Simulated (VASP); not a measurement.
Input of a VASP 6.6.1 run:

INCAR

```
ALGO = Fast ; DIPOL = 0.5 0.5 0.500
EDIFF = 1E-6 ; ENCUT = 520
GGA = PS ; IDIPOL = 3
ISIF = 2 ; ISMEAR = 1
KPAR = 8 ; LASPH = T
LCHARG = T ; LDIPOL = T
LREAL = F ; LVACPOTAV = T
LVHAR = T ; LWAVE = F
NELM = 80 ; PREC = Accurate
SIGMA = 0.1
```

File KPOINTS:

```
k-points
0
Gamma
  6 8 1
```

The input POSCAR:

```
InAs                                    
1.0
    6.0360000000      0.0000000000      0.0000000000
    0.0000000000      4.2680965310      0.0000000000
    0.0000000000      0.0000000000     24.5361930620
  In              As            
     5     5
Direct
     0.5517259806787650    0.5000000000000000    0.3427087782178849
     0.9718400706512794    1.0000000000000000    0.4081641564188681
     0.4795599481980635    0.5000000000000000    0.5000000000000000
     0.9718400706512794    1.0000000000000000    0.5918358435811318
     0.5517259806787650    0.5000000000000000    0.6572912217821151
     0.7665473914877935    1.0000000000000000    0.3124150615649328
     0.2267618383604196    0.5000000000000000    0.4123081235556358
     0.7366894894454203    1.0000000000000000    0.5000000000000000
     0.2267618383604196    0.5000000000000000    0.5876918764443643
     0.7665473914877935    1.0000000000000000    0.6875849384350672
```

Potentials or basis: VASP PAW PBE potentials, release 64 (In_d, As).

Launch:

```sh
$ cat potpaw_PBE.64/In_d/POTCAR potpaw_PBE.64/As/POTCAR > POTCAR
$ mpirun -np 8 vasp_std > vasp.out
```

(1) Estimate the ionisation potential of the upper face.

(2) What does it give for the largest force?

(3) What does it give for the band gap on the k mesh?

## Answers

(1) 4.80 eV.

(2) 0.016 eV/Å.

(3) 0.61 eV, direct.

Caveat: the PAW data sets were made with another functional, which shifts forces and pressure a little; spin-orbit coupling is left out, which moves the levels of the heavy elements.
